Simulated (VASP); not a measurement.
Calculation: LDA (Ceperley-Alder, Perdew-Zunger), VASP's LDA PAW potentials (set 64) (plane waves; VASP).

VASP input:

POSCAR:
```
TiO2
1
    4.4845357095     0.0000000000     0.0000000000
   -0.0000000000     4.4845357095     0.0000000000
    0.0000000000     0.0000000000     2.8981599372
Ti O
2 4
Direct
  1.0000000000   1.0000000000   0.0000000000
  0.5000000000   0.5000000000   0.5000000000
  0.3027102018   0.3027102018   0.0000000000
  0.8027102018   0.1972897982   0.5000000000
  0.1972897982   0.8027102018   0.5000000000
  0.6972897982   0.6972897982   0.0000000000
```

**KPOINTS**
```
Automatic mesh
0
gamma
5 5 8
```

INCAR:
```
NELM = 100
LASPH = T   ! aspherical one-centre terms
ALGO = Normal   ! blocked Davidson
ISMEAR = 0   ! Gaussian
EDIFFG = -0.02
ENCUT = 620   ! plane-wave cut-off (eV)
PREC = Accurate
ISIF = 3   ! ions, shape and volume
NSW = 40   ! most ionic steps
LWAVE = F
SYSTEM = TiO2
LREAL = F   ! projection in real space or not
PSTRESS = 100
LMAXMIX = 4   ! l cut-off of mixed one-centre charges
IBRION = 2
EDIFF = 1E-6   ! SCF stop (eV)
SIGMA = 0.05   ! width (eV)
LCHARG = F
```

POTCAR, in this order: Ti_sv O (LDA.64 set). Program: vasp_std.

The run wrote:

### OSZICAR
```
       N       E                     dE             d eps       ncg     rms          rms(c)
DAV:   1     0.722334099719E+03    0.72233E+03   -0.27892E+04  1680   0.230E+03
DAV:   2     0.578922124527E+02   -0.66444E+03   -0.64345E+03  1740   0.628E+02
DAV:   3    -0.691231001157E+02   -0.12702E+03   -0.12243E+03  2684   0.227E+02
DAV:   4    -0.749848485518E+02   -0.58617E+01   -0.58547E+01  2228   0.525E+01
DAV:   5    -0.752197453402E+02   -0.23490E+00   -0.23484E+00  2372   0.907E+00    0.346E+01
DAV:   6    -0.591970938738E+02    0.16023E+02   -0.11117E+02  2048   0.106E+02    0.124E+01
DAV:   7    -0.588460832178E+02    0.35101E+00   -0.14706E+01  2140   0.316E+01    0.869E+00
DAV:   8    -0.588708374523E+02   -0.24754E-01   -0.34227E+00  2140   0.179E+01    0.384E+00
DAV:   9    -0.587129853239E+02    0.15785E+00   -0.16325E+00  2160   0.120E+01    0.125E+00
DAV:  10    -0.587151745083E+02   -0.21892E-02   -0.11564E-01  2068   0.269E+00    0.204E-01
DAV:  11    -0.587150438826E+02    0.13063E-03   -0.79266E-03  2144   0.666E-01    0.677E-02
DAV:  12    -0.587150903696E+02   -0.46487E-04   -0.63026E-04  2288   0.218E-01    0.536E-02
DAV:  13    -0.587150775860E+02    0.12784E-04   -0.13797E-04  2296   0.889E-02    0.937E-03
DAV:  14    -0.587150771246E+02    0.46142E-06   -0.70949E-06  1908   0.224E-02
   1 F= -.55077211E+02 E0= -.55077211E+02  d E =-.550772E+02
```

### OUTCAR
```
------------------------ aborting loop because EDIFF is reached ----------------------------------------
  FORCE on cell =-STRESS in cart. coord.  units (eV):
  Direction    XX          YY          ZZ          XY          YZ          ZX
  --------------------------------------------------------------------------------------
  Total        3.6537784      3.6537784      3.6922635      0.0000000      0.0000000      0.0000000
  in kB      100.4374009    100.4374009    101.4953042      0.0000000      0.0000000      0.0000000
  external PRESSURE =       0.7900353 kB  Pullay stress =     100.0000000 kB
  volume of cell :       58.29
      direct lattice vectors                 reciprocal lattice vectors
     4.484535710  0.000000000  0.000000000     0.222988524  0.000000000  0.000000000
     0.000000000  4.484535710  0.000000000     0.000000000  0.222988524  0.000000000
     0.000000000  0.000000000  2.898159937     0.000000000  0.000000000  0.345046520
 POSITION                                       TOTAL-FORCE (eV/Angst)
 -----------------------------------------------------------------------------------
      0.00000      0.00000      0.00000         0.000000     -0.000000      0.000000
      2.24227      2.24227      1.44908         0.000000     -0.000000      0.000000
      1.35751      1.35751      0.00000         0.008378      0.008378     -0.000000
      3.59978      0.88475      1.44908         0.008378     -0.008378      0.000000
      0.88475      3.59978      1.44908        -0.008378      0.008378     -0.000000
      3.12702      3.12702      0.00000        -0.008378     -0.008378      0.000000
 -----------------------------------------------------------------------------------
    total drift:                                0.000000      0.000000      0.000000
  FREE ENERGIE OF THE ION-ELECTRON SYSTEM (eV)
  ---------------------------------------------------
  free  energy   TOTEN  =       -58.7150771246 eV

  energy  without entropy=      -58.7150771246  energy(sigma->0) =      -58.71507712
  enthalpy is  TOTEN    =       -55.0772107766 eV   P V=        3.6378663479

 reached required accuracy - stopping structural energy minimisation
```
(Selected blocks of OUTCAR.)

### OUTCAR
```
 val. band max:        5.3456947091   @ k =   0.0000   0.0000   0.0000

 cond. band min:       7.1941233479   @ k =   0.0000   0.0000   0.0000


 Fermi energy:         5.7325512454

 k-point     1 :       0.0000    0.0000    0.0000
  band No.  band energies     occupation
      1     -50.6746      2.00000
      2     -50.6475      2.00000
      3     -27.4634      2.00000
      4     -27.4634      2.00000
      5     -27.2379      2.00000
      6     -27.2379      2.00000
      7     -27.1884      2.00000
      8     -27.1392      2.00000
      9     -12.9473      2.00000
     10     -11.6172      2.00000
     11     -10.6739      2.00000
     12     -10.6739      2.00000
     13      -0.8351      2.00000
     14      -0.4696      2.00000
     15      -0.2366      2.00000
     16       1.2342      2.00000
     17       1.2342      2.00000
     18       2.6080      2.00000
     19       2.6080      2.00000
     20       3.2148      2.00000
     21       4.6037      2.00000
     22       4.8400      2.00000
     23       4.8400      2.00000
     24       5.3457      2.00000
     25       7.1941      0.00000
     26       7.4845      0.00000
     27       7.7793      0.00000
     28       7.9243      0.00000

 k-point     2 :       0.2000    0.0000    0.0000
  band No.  band energies     occupation
      1     -50.6720      2.00000
      2     -50.6501      2.00000
      3     -27.4448      2.00000
      4     -27.4428      2.00000
      5     -27.2613      2.00000
      6     -27.2591      2.00000
      7     -27.1837      2.00000
      8     -27.1439      2.00000
      9     -12.7789      2.00000
     10     -11.6053      2.00000
     11     -10.8598      2.00000
     12     -10.7523      2.00000
     13      -0.5558      2.00000
     14      -0.2771      2.00000
     15       0.0759      2.00000
     16       1.2548      2.00000
     17       1.2688      2.00000
     18       2.3184      2.00000
     19       2.5209      2.00000
     20       3.2215      2.00000
...
```

The compound is TiO2 in the rutile structure. It was relaxed first under an external pressure of 10 GPa.
